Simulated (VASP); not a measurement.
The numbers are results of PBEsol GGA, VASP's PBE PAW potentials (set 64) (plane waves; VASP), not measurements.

VASP input:

File KPOINTS:
```
K-points
0
gamma
 13 13 4
0 0 0
```

### INCAR
```
! general
SYSTEM   =  Zr4C3N
PREC     =  Accurate
ENCUT    =  520
LREAL    =  F
LASPH    =  T

! electronic loop
EDIFF    =  1E-7
NELM     =  100
ALGO     =  Normal
LMAXMIX  =  4

! smearing
ISMEAR   =  -5

! functional
GGA      =  PS

! ions
ISIF     =  2

! output
LWAVE    =  F
LCHARG   =  T
LORBIT   =  11
NEDOS    =  601

! other
LEFG     =  T
```

**POSCAR**
```
Zr4C3N
9.2894550
  0.0000000000   0.2503147577   0.2503147577
  0.2503147577   0.0000000000   0.2503147577
  0.9999999742   0.9999999742   0.0012590567
Zr N C
4 1 3
Cartesian
  0.9985508928   0.9985508928   0.0027081380
  0.5017638326   0.5017638326   0.4994951982
  0.7510149140   0.7510149140   0.5005588746
  0.7492998114   0.7492998114   0.0016444617
  0.2501573756   0.2501573756   0.2504721398
  0.4968378233   0.4968378233   0.2541064498
  0.7501573627   0.7501573627   0.2511016681
  1.0034769021   1.0034769021   0.2480968864
```

POTCAR, in this order: Zr_sv N C (PBE.64 set). Program: vasp_std.

Task: Predict the energy per atom (σ→0), band gap (on the k-mesh).

Result: 
| Property | Value |
|---|---|
| energy per atom (σ→0) | -10438 meV/atom |
| band gap (on the k-mesh) | none (metal, semimetal or under 0.01 eV) |

**OSZICAR**
```
...
DAV:  10    -0.835012054713E+02   -0.56689E-03   -0.10999E-02 17709   0.758E-01    0.238E-01
DAV:  11    -0.835010997377E+02    0.10573E-03   -0.20108E-03 20733   0.247E-01    0.677E-02
DAV:  12    -0.835011149722E+02   -0.15234E-04   -0.32263E-04 18716   0.878E-02    0.330E-02
DAV:  13    -0.835011016120E+02    0.13360E-04   -0.47632E-05 20004   0.334E-02    0.959E-03
DAV:  14    -0.835010996018E+02    0.20102E-05   -0.43314E-06 19829   0.114E-02    0.317E-03
DAV:  15    -0.835010991595E+02    0.44233E-06   -0.48676E-07 14351   0.407E-03    0.117E-03
DAV:  16    -0.835010991569E+02    0.26139E-08   -0.93857E-08 11323   0.180E-03
   1 F= -.83501099E+02 E0= -.83501099E+02  d E =0.000000E+00
```

The structure was generated: Zr4C3N was put into an ordered model structure (R-3m), which need not be its known phase. It was relaxed first. The electron count is odd and the run is not spin-polarised, which forces a metal.
